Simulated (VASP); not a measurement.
# Work function of the upper face of a two-sheet SbPbS₂ slab: sensitivity to vacuum, k mesh, functional, cutoff and smearing around a PBEsol base run

In SbPbS₂, lead and sulfur with their usual charges of +2 and −2 leave antimony at a formal +2, one electron more than in its closed-shell +3 state. This odd electron per formula unit fits the metallic state found in every run. The brief is an electron-injecting contact whose upper face has a work function below 3.5 eV, calculated as the vacuum level above that face less the Fermi level. For screening many such slabs, a cheaper setting may move the level by at most 0.05 eV and the energy by at most 5 meV/atom, both against the PBEsol base run, and may take at most 100 core-seconds. The crystal need not have been made, so the slab serves here as a test case for settings.

## Computational details

VASP 6.6.1 with its PAW datasets (PBE 64), cutoffs of 350 eV. A slab of 8 atoms, as cut and not relaxed. The base run uses that cutoff, a cell height of 24.0 Å, PBEsol, a 6×7×1 mesh, Gaussian smearing of 0.05 eV, a dipole correction and no spin polarisation, without spin-orbit coupling. Each other row changes the setting it names; levels are those of the upper face. Times are core seconds on a shared host (AMD EPYC 7R43 64-Core (Zen 3)).

Notes on method and selection:

- The coarse rows are coarse on purpose; they are no property of the surface.
- At the lower face the base run gives 3.98 eV.
- Sheets from the Materials Project database of computed structures are hypothetical unless known otherwise; the crystal need not have been made.
- Runs in which the search for lower states was switched off are not listed.
- Error sizes named in these notes are rules of thumb and were not measured on these runs.
- Runs that did not converge, have known faults or may not be shown are not listed, and runs on Ansatz's PAW sets soft_1 and soft_2 are kept to separate tables.

Columns:

- shift (eV): level less that of the base run.
- level (eV): vacuum level over the Fermi level.
- energy change (meV/atom): energy per atom less that of the base run (not across functionals).
- time (core-s): core time.

## Numbers

| member | shift (eV) | level (eV) | energy change (meV/atom) | time (core-s) |
| --- | --- | --- | --- | --- |
| LDA | 0.271 | 3.555 | – | 160 |
| optB88-vdW | 0.252 | 3.535 | – | 550 |
| mesh 9 x 12 | 0.096 | 3.380 | −0.2 | 330 |
| smearing 0.4 eV | 0.025 | 3.309 | −2.0 | 110 |
| smearing 0.02 eV | 0.014 | 3.298 | 0.1 | 120 |
| vacuum 24 A | 0.001 | 3.285 | 0.0 | 200 |
| base | 0.000 | 3.284 | 0.0 | 190 |
| cutoff 210 eV | −0.004 | 3.280 | 8.3 | 58 |
| cutoff 280 eV | −0.006 | 3.278 | 2.0 | 88 |
| PBE | −0.094 | 3.189 | – | 140 |
| vacuum 8 A | −0.108 | 3.175 | −1.2 | 78 |
| r2SCAN | −0.141 | 3.143 | – | 380 |
| RPBE | −0.266 | 3.018 | – | 120 |
| mesh 3 x 3 | −0.292 | 2.991 | 7.4 | 58 |
| vacuum 5 A | −0.679 | 2.604 | −16.4 | 73 |

## Mechanism

Too thin a vacuum moves the level most: with 5 Å it falls by 0.679 eV. The 3×3 mesh (−0.292 eV), LDA (+0.271 eV), RPBE (−0.266 eV) and optB88-vdW (+0.252 eV) follow close together. Cutoff and smearing shift it by no more than 0.025 eV.

Refining the mesh from 3×3 to 6×7 raises the level by 0.292 eV, and going on to 9×12 adds 0.096 eV, so the base run is not converged in this respect. The table holds no denser mesh to show whether 9×12 is converged itself. In a metal the mesh decides which states near the Fermi level are filled. Coarse sampling misplaces the Fermi level and also redistributes charge across the slab, which changes the potential outside it. The total energy averages over all filled states and hides the problem: the 9×12 mesh changes it by only −0.2 meV/atom.

The cutoff behaves the other way round. At 210 eV the energy rises by 8.3 meV/atom while the level moves by −0.004 eV. The missing plane waves mainly affect the density close to the nuclei, with little effect on the potential outside the slab or on the Fermi level.

Among the functionals, LDA, PBEsol, PBE and RPBE give 3.555, 3.284, 3.189 and 3.018 eV, a span of 3.555 − 3.018 = 0.537 eV. This is the order in which exchange is strengthened at large density gradients. The atoms stay in place, so bond lengths play no part. Along this order the Fermi level rises against the mean potential of the cell, while the potential outside changes less; a plausible reading is that stronger gradient terms bind the states at the Fermi level less firmly.

## Departures from the trend

The 5 Å vacuum row is a numerical artefact. The charge tails of neighbouring slabs overlap in the gap, so the potential never climbs to its flat vacuum value and the level comes out too low. Mixing with the lower face would act the other way, since that face lies higher, at 3.98 eV. From 5 to 8 Å the level recovers by (3.175 − 2.604) / 3 = 0.190 eV/Å, and the base run, whose 24.0 Å is the height of the whole cell and not of the gap, agrees with the 24 Å vacuum to 0.001 eV.

The optB88-vdW level departs from the order of the other gradient functionals, lying only 0.020 eV below LDA. Its shift comes more from the potential outside the slab than from the Fermi level. Its different correlation, local plus a non-local part, is a possible cause. The run also includes non-spherical terms inside the PAW spheres, but r2SCAN includes them too and shifts downwards. The value is usable as a result of that functional, not as a correction to PBEsol.

## Price of accuracy

The 280 eV cutoff cuts the time by a factor of 190 / 88 = 2.2 for a shift of −0.006 eV, the best exchange among the rows that keep both level and energy within the limits. Part of that factor is probably scatter of the host: the run with 0.02 eV smearing, at the same cutoff and mesh as the base run, took only 120 core-seconds, which would give 120 / 88 = 1.4. The 3×3 mesh saves more, 190 / 58 = 3.3, but at about fifty times the level shift of the 280 eV cutoff. Thinning the vacuum to 8 Å saves a factor of 190 / 78 = 2.4 and costs 0.108 eV; going on to 5 Å saves hardly anything further.

On the expensive side, optB88-vdW takes 550 / 190 = 2.9 times as long as the base run and r2SCAN 380 / 190 = 2.0 times. Without a measured work function, that outlay buys a second opinion, not a demonstrated gain in accuracy. The 9×12 mesh, at 330 core-seconds, is the better use of extra time because it reduces a known sampling error. Time differences among LDA, PBE, RPBE and PBEsol are within the scatter of the host.

## Selection

Five rows meet the time limit: the 3×3 mesh, the vacuums of 5 and 8 Å, and the cutoffs of 210 and 280 eV. The first three fail on the level, with shifts of −0.292, −0.679 and −0.108 eV. Of the two cutoffs, 280 eV changes the energy by 2.0 meV/atom and passes, whereas 210 eV changes it by 8.3 meV/atom and fails.

The pick is therefore the 280 eV cutoff, with a level of 3.278 eV, and the runner-up is 210 eV. If only the level mattered, both would serve, and their times of 88 and 58 core-seconds are too close on a shared host to decide between them.

For an ideal contact the electron barrier is Φ_B = Φ − χ, where Φ is the work function and χ the electron affinity of the semiconductor. A shift ΔΦ then multiplies the thermionic current by exp(−ΔΦ / kT), with kT = 0.026 eV at room temperature. For the pick this gives exp(0.006 / 0.026) = 1.3, a harmless change. The step to the 9×12 mesh gives exp(−0.096 / 0.026) = 0.025, a fortyfold drop in the predicted current.

The pick lies 3.5 − 3.278 = 0.222 eV below the target. If the mesh shift simply adds, the level becomes 3.278 + 0.096 = 3.374 eV and the margin shrinks to 3.5 − 3.374 = 0.126 eV. The error of PBEsol work functions against experiment is roughly 0.3 eV, which exceeds either margin and corresponds to a factor of about exp(0.3 / 0.026) = 1 × 10⁵ in current. The slab is thus a candidate for the contact, not a confirmed one; LDA and optB88-vdW would both reject it.

The choice of cutoff would be overturned by a demand for 0.05 eV against the 9×12 mesh instead of the base run. The 6×7 mesh shared by both cutoff rows would then fail, and the time limit would probably have to be raised to allow a denser one.

## Rules of thumb and their limits

For this slab, the cutoff can be lowered to 280 eV with little harm to level or energy, while the mesh needs to be denser than 6×7 if 0.05 eV matters. A small energy change is no sign of a converged level. These findings hold for changes of one setting at a time around the base run.

No omitted effect is clearly larger than the full spread of 3.555 − 2.604 = 0.951 eV. Relaxation could rival the spread among functionals: the forces on the cut slab are sizeable, and a shift of a few tenths of an eV is plausible, upwards or downwards as the dipole between the unlike faces changes. Spin–orbit coupling on lead probably matters less, at roughly 0.1 eV, with a sign that depends on the states at the Fermi level.
